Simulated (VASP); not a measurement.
Here is the system:

```
KI
1.0
    0.00000     3.53500     3.53500
    3.53500     0.00000     3.53500
    3.53500     3.53500     0.00000
K I
1 1
Direct
  0.00000   0.00000   0.00000
  0.50000   0.50000   0.50000
```

Level of theory: PBE GGA, VASP's PBE PAW potentials (set 64) (plane waves; VASP). Run with 400 eV cut-off, KSPACING 0.8 per Å, Gaussian smearing of 0.050 eV, potentials K_sv I.

Gaps are read on the run's mesh, which can miss a band edge. Unless said otherwise, spin-orbit coupling is left out, though it shifts the bands of the heavy elements here.

**Question.** Estimate the energy per atom (σ→0), pressure, band gap (on the k-mesh) with the smallest direct gap where there is one.

**Answer.** 
```json
{
  "band gap (on the k-mesh)": "3.93 eV",
  "smallest direct gap (on the k-mesh)": "3.93 eV",
  "energy per atom (σ→0)": "-2.704 eV/atom",
  "pressure": "1.25 GPa"
}
```

Total energies compare only between runs with the same potentials, cut-off and functional.

The compound is KI in the rock salt structure. The cell was not relaxed at this level. The run is one of a series of settings (KGAMMA = .TRUE., KSPACING = 0.8, KPOINTS file removed against the base run), some of them coarse on purpose.
